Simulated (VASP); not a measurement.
All values below come from PBE GGA with D3 dispersion (Becke-Johnson damping), VASP's PBE PAW potentials (set 64) (plane waves; VASP). For the first row: Run with 520 eV cut-off, 12×12×12 Γ-centred mesh, Gaussian smearing of 0.050 eV, potentials B N.

| system | energy (eV/atom) |
|---|---|
| BN (zinc blende) | -8.9343 |
| B atom | -0.4635 |
| N atom | -3.1240 |

Atoms are spin-polarised in a large box without symmetry, with the spin fixed by Hund's rule, and may not be in the lowest state of each functional; no zero-point energy is added.

Q: What is the cohesive energy per atom of BN?

A: The references average (1×(-0.4635) + 1×(-3.1240))/2 = -1.7938 eV, so the cohesive energy is -1.7938 − (-8.9343) = 7.141 eV/atom. Measured: 6.760 eV/atom at 0 K (as given by Daniel Mejia-Rodriguez et al., Physical Review B (2018), arXiv:1807.09216; static lattice: zero-point vibration energy added).
